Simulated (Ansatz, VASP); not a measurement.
**Cross-check of SnO2 between VASP and Ansatz**

Aim: how closely do two programs agree when they are given the same cell, functional and k mesh? The cell is taken from a series of runs on this material, whose earlier steps may have relaxed, scaled, displaced or heated it; both programs get it as it stands.

Main program and level: Ansatz 0.2.0; plane waves, with VASP 6.6.1 beside it; G0W0 gap at LDA.

## (1) The structure

It takes space group I4/m (No. 87, tetragonal). The conventional cell has a = 10.585 Å, b = 10.585 Å, c = 3.184 Å, α = 90.00°, β = 90.00°, γ = 90.00°. Sn has 6 O at 2.03 to 2.09 Å nearest. Nearest to O lie 3 Sn at 2.03 to 2.07 Å. Nearest to O lie 3 Sn at 2.07 to 2.09 Å. Farther neighbours and most contacts between anions are not listed.

As a file:

```cif
data_structure
_symmetry_space_group_name_H-M 'I4/m'
_symmetry_Int_Tables_number 87
_cell_length_a 10.5854
_cell_length_b 10.5854
_cell_length_c 3.1840
_cell_angle_alpha 90.000
_cell_angle_beta 90.000
_cell_angle_gamma 90.000
_cell_volume 356.77
loop_
_atom_site_label
_atom_site_type_symbol
_atom_site_symmetry_multiplicity
_atom_site_Wyckoff_symbol
_atom_site_fract_x
_atom_site_fract_y
_atom_site_fract_z
_atom_site_occupancy
Sn1 Sn 8 h 0.16550 0.65097 0.00000 1
O1 O 8 h 0.95908 0.34020 0.50000 1
O2 O 8 h 0.28999 0.65633 0.50000 1
```

## (2) Ansatz: G0W0 gap, LDA

Ansatz runs on its PAW soft_1 files.

Quasiparticle shifts depend on high empty states and on the cores, so they are the hardest test of two PAW sets.

File input.yaml:

```yaml
crystal:
  lattice:
    - [-5.29271035, 5.29271035, 1.591989505]
    - [5.29271035, -5.29271035, 1.591989505]
    - [5.29271035, 5.29271035, -1.591989505]
  atoms:
    - { symbol: Sn, position: [0.3490310027, 0.1654964339, 0.5145274367] }
    - { symbol: Sn, position: [0.8345035661, 0.3490310027, 0.1835345688] }
    - { symbol: Sn, position: [0.1654964339, 0.6509689973, 0.8164654312] }
    - { symbol: Sn, position: [0.6509689973, 0.8345035661, 0.4854725633] }
    - { symbol: O, position: [0.1598032229, 0.4590844636, 0.6188876865] }
    - { symbol: O, position: [0.5409155364, 0.1598032229, 0.7007187593] }
    - { symbol: O, position: [0.4590844636, 0.8401967771, 0.2992812407] }
    - { symbol: O, position: [0.8401967771, 0.5409155364, 0.3811123135] }
    - { symbol: O, position: [0.8436732874, 0.7899938795, 0.6336671668] }
    - { symbol: O, position: [0.2100061205, 0.8436732874, 0.0536794079] }
    - { symbol: O, position: [0.1563267126, 0.2100061205, 0.3663328332] }
    - { symbol: O, position: [0.7899938795, 0.1563267126, 0.9463205921] }
kpoints:
  mp_grid: { grid: [4, 4, 4] }
hamiltonian:
  xc: lda
  pseudopotentials: { kind: paw, azcp: { folder: soft_1 }, xc_functional: pbe }
scf:
  occupations: { method: fixed }
gw:
  n_empty_bands: 702
  ecut_chi: 140
  qp_bands: [v4, c4]
  qp_kpoints: band_edges
  screening: { model: contour_deformation }
```

Run with:

```
ansatz run input.yaml --threads 2 --pin off --max-ram 92160MiB --backend cuda --events-out ev --progress --plain --runs-dir out --devices 1 --max-vram 13GiB
```

Numbers of over 12 decimals in the logs are rounded to 6 here.

Log:

```text
GPUs: using 1 of 1 available (devices: 1).
Engine: ansatz 0.2.0, x86_64-unknown-linux-gnu
Pseudopotentials: kind: paw
Pseudopotential: Sn, paw, valence charge 14, recommended cutoff 420 eV (normal), soft_1/Sn.paw.azcp
Pseudopotential: O, paw, valence charge 6, recommended cutoff 420 eV (normal), soft_1/O.paw.azcp
Functional definition: SPW92
  exchange = slater_x
  correlation = pw_c
device memory: the entry about to start is reckoned to put 3.2 GiB on a device that reports 32.1 GiB free (of which the cap on the GPU budget leaves the run 13.0 GiB)
GPU FFT provider: cuFFT
GPU libraries: cuBLAS 13.8.2, cuFFT 12.4.0, cuSOLVER 12.3.4
Crystal: 12 atoms, lattice volume = 178.384 Å³
Basis set: ecut = 420 eV, 3477 PW (Γ)
Bands: 64, of which v1, the nominal top of the filled ones, is band 52 counted from 1 (51 counted from 0)
Symmetry: 8 space group operations
Space group: I4/m (ITA 87), of the structure as read, at distance tolerance 5.6e-5 Å
k-points: 14 of 64
Non-local potential: Sn, projectors of the file, l = 0: 2, l = 1: 2, l = 2: 2, l = 3: 1
Non-local potential: O, projectors of the file, l = 0: 2, l = 1: 2, l = 2: 1
PAW form: soft (Blöchl's): semilocal exchange-correlation on the pseudo side does not see the compensation charge
PAW frozen core: Sn, regenerated for the run's functional, and the local potential with it (the file was generated under x = pbe(κ = 0.804, μ = 0.219515), c = pbe(β = 0.066725))
PAW frozen core: O, regenerated for the run's functional, and the local potential with it (the file was generated under x = pbe(κ = 0.804, μ = 0.219515), c = pbe(β = 0.066725))
PAW one-centre angular grid: Sn, 590 points (default); XC on 64 Gauss nodes
PAW one-centre angular grid: O, 110 points (default); XC on 64 Gauss nodes
Initial density: superposition of atomic densities (chi_scale 0.1, normalization cell, long waves kept (reshape's long-wave potential 0.24 eV rms))
Initial wavefunctions: pseudopotential atomic-orbital guess
GPU buffer pool allocated for 157464 grid points (all kernels)
GPU transforms: local potential and band sums: pruned to the plane-wave sphere, on 54×54×54
Functional: x = slater, c = lda
SCF iter   1: F=—  HF=-27961.284978 eV  |F-HF|=—  |Δ(HF+E_count)|=         —  Δρ=5.94e-2  dr2=5.12e0  ethr=3.10e-3  ⟨swp⟩=4.1  Hψ=3139  notcnv=0  defer=132
preconditioner: auto → Resta (q_TF=auto, 2.494 Å⁻¹)  ε∞=3.1  [insulator: Δε(μ)=2.382 eV  Ē_g=19.671 eV  n_scr=48 (ndim 8)  ℏωp=28.4 eV  f_vac=0.181  ε∞_Penn≈3.1]
SCF iter   2: F=—  HF=-27960.054385 eV  |F-HF|=—  |Δ(HF+E_count)|=    1.23e0  Δρ=2.97e-2  dr2=9.81e-1  ethr=3.10e-3  ⟨swp⟩=3.0  Hψ=1815  notcnv=0  defer=121
SCF iter   3: F=—  HF=-27959.798235 eV  |F-HF|=—  |Δ(HF+E_count)|=   2.56e-1  Δρ=9.40e-3  dr2=1.80e-1  ethr=9.44e-4  ⟨swp⟩=3.0  Hψ=1579  notcnv=0  defer=127
SCF iter   4: F=—  HF=-27959.752571 eV  |F-HF|=—  |Δ(HF+E_count)|=   4.57e-2  Δρ=2.25e-3  dr2=8.24e-3  ethr=1.73e-4  ⟨swp⟩=2.0  Hψ=1219  notcnv=0  defer=139
SCF iter   5: F=—  HF=-27959.754109 eV  |F-HF|=—  |Δ(HF+E_count)|=   1.54e-3  Δρ=9.91e-4  dr2=1.91e-3  ethr=7.92e-6  ⟨swp⟩=2.1  Hψ=1198  notcnv=0  defer=139
SCF iter   6: F=—  HF=-27959.754782 eV  |F-HF|=—  |Δ(HF+E_count)|=   6.73e-4  Δρ=7.24e-4  dr2=9.05e-4  ethr=1.84e-6  ⟨swp⟩=2.1  Hψ=1245  notcnv=0  defer=139
SCF iter   7: F=—  HF=-27959.754914 eV  |F-HF|=—  |Δ(HF+E_count)|=   1.32e-4  Δρ=1.06e-4  dr2=4.54e-5  ethr=8.70e-7  ⟨swp⟩=2.0  Hψ=1175  notcnv=0  defer=139
SCF iter   8: F=—  HF=-27959.755007 eV  |F-HF|=—  |Δ(HF+E_count)|=   9.27e-5  Δρ=3.37e-5  dr2=4.14e-6  ethr=4.36e-8  ⟨swp⟩=2.0  Hψ=1169  notcnv=0  defer=119
SCF iter   9: F=—  HF=-27959.755017 eV  |F-HF|=—  |Δ(HF+E_count)|=   1.05e-5  Δρ=9.23e-6  dr2=1.96e-7  ethr=3.98e-9  ⟨swp⟩=2.0  Hψ=1204  notcnv=0  defer=119
SCF iter  10: F=-27959.755018 eV  HF=-27959.755018 eV  |F-HF|=2.57e-8  |Δ(HF+E_count)|=   4.05e-7  Δρ=2.04e-6  dr2=9.14e-9  ethr=9.62e-11  ⟨swp⟩=15.6  Hψ=4001  notcnv=0
SCF 1 converged in 10 iterations: F = -27959.755018 eV  dr2 = 9.14e-9
  greatest PAW one-centre occupation: 0.997 electrons in one spin orbital (limit 2), on the Sn atom at site 2 (counted from 0), in its partial waves of l = 2
device memory: the entry about to start is reckoned to put 3.8 GiB (of the 3.9 GiB reckoned in all, the device holds 0.1 GiB already) on a device that reports 30.4 GiB free (of which the cap on the GPU budget leaves the run 12.9 GiB)
NSCF: frozen V_eff on 14 k-points
the band table was solved once the SCF had ended and its energy, with any forces and stress, was formed, with the checks that follow a solve (3809 applications of the Hamiltonian). They found nothing against the state; the energy, forces and stress were not computed again (output.eigenvalues in the input reference)
device memory: the entry about to start is reckoned to put 4.7 GiB on a device that reports 29.8 GiB free (of which the cap on the GPU budget leaves the run 13.0 GiB)
NSCF: frozen V_eff on 14 k-points
G₀W₀ screening: q 1/14
[...]
0    55     10.3329   -13.6663    -4.1119   -19.1478  0.7985    11.7291    11.7024  root
     0    56     10.7472   -14.4811    -4.2108   -20.1266  0.7866    12.2156    12.1818  root
     1    49      4.8142   -26.5831     4.1535   -21.7720  0.7505     4.1495     4.1565  root
     1    50      4.9170   -26.2379     4.7476   -20.7174  0.7447     4.1333     4.1441  root
     1    51      5.0974   -26.0304     4.8400   -20.3784  0.7398     4.2718     4.2854  root
     1    52      5.2464   -26.4395     4.8703   -20.7765  0.7427     4.4419     4.4537  root
     1    53      7.7699   -14.4420    -3.0394   -18.5121  0.8109     8.8085     8.8006  root
     1    54      9.8084   -14.3163    -3.8180   -19.4447  0.7977    11.1420    11.1188  root
     1    55     10.4419   -13.9683    -4.1548   -19.5251  0.7957    11.8723    11.8439  root
     1    56     10.9769   -13.7563    -4.3533   -19.5648  0.7911    12.4653    12.4321  root
     2    49      4.7737   -26.2789     4.7964   -20.7130  0.7459     3.9939     4.0042  root
     2    50      4.7807   -26.5792     4.1520   -21.7662  0.7507     4.1126     4.1198  root
     2    51      5.0993   -26.0162     4.8392   -20.3644  0.7398     4.2731     4.2868  root
     2    52      5.2885   -26.4482     4.8988   -20.7515  0.7419     4.4786     4.4906  root
     2    53      8.3900   -14.9444    -3.2059   -19.2813  0.8037     9.5331     9.5209  root
     2    54      9.1926   -14.4028    -3.5108   -19.1336  0.8013    10.4279    10.4125  root
     2    55     10.5529   -14.2742    -4.2054   -19.9156  0.7926    12.0196    11.9889  root
     2    56     11.0848   -13.5261    -4.4073   -19.4049  0.7928    12.5896    12.5562  root
     3    49      4.8024   -26.3017     4.6573   -20.8794  0.7467     4.0271     4.0374  root
     3    50      4.8909   -26.4076     4.4451   -21.2460  0.7482     4.1655     4.1744  root
     3    51      5.2090   -26.3050     4.7702   -20.7608  0.7398     4.4232     4.4351  root
     3    52      5.2105   -26.2894     4.7916   -20.7167  0.7399     4.4175     4.4296  root
     3    53      9.5988   -15.1098    -3.6185   -20.0493  0.7962    10.9383    10.9198  root
     3    54     11.0258   -14.8845    -4.3442   -20.7598  0.7854    12.5939    12.5569  root
[...]
13    49      4.7806   -26.5817     4.1520   -21.7686  0.7507     4.1124     4.1195  root
    13    50      4.7806   -26.5817     4.1520   -21.7686  0.7507     4.1124     4.1195  root
    13    51      5.1227   -25.9549     4.7741   -20.4075  0.7380     4.3372     4.3495  root
    13    52      5.3223   -26.3498     4.8979   -20.6430  0.7429     4.5012     4.5135  root
    13    53      9.3623   -14.7139    -3.6179   -19.5944  0.7986    10.6444    10.6249  root
    13    54      9.3623   -14.7139    -3.6179   -19.5944  0.7986    10.6444    10.6249  root
    13    55      9.5778   -15.6189    -3.5889   -20.5340  0.7905    10.9235    10.9040  root
    13    56     11.0851   -12.5937    -4.4041   -18.4229  0.8005    12.5399    12.5102  root
```

Reading the cycles: dr2 is the Hartree energy of the density residual (eV), the measure of convergence; HF is the Harris–Foulkes estimate of the energy, which meets the free energy F at convergence.

(Continued in part 2 of 2.)

[Lines on the potential files, build, host, timing and source positions are cut from VASP's logs without a mark.]

[Logs are printed without paths, hosts, clocks, repeated set-up lines and the standing remarks that a program may print on its own settings, such as how far it seeks lower states.]

[Hosts, paths, dates, database ids (printed as entryN), source tags and the programs' standing remarks are cut or masked in the printed files.]
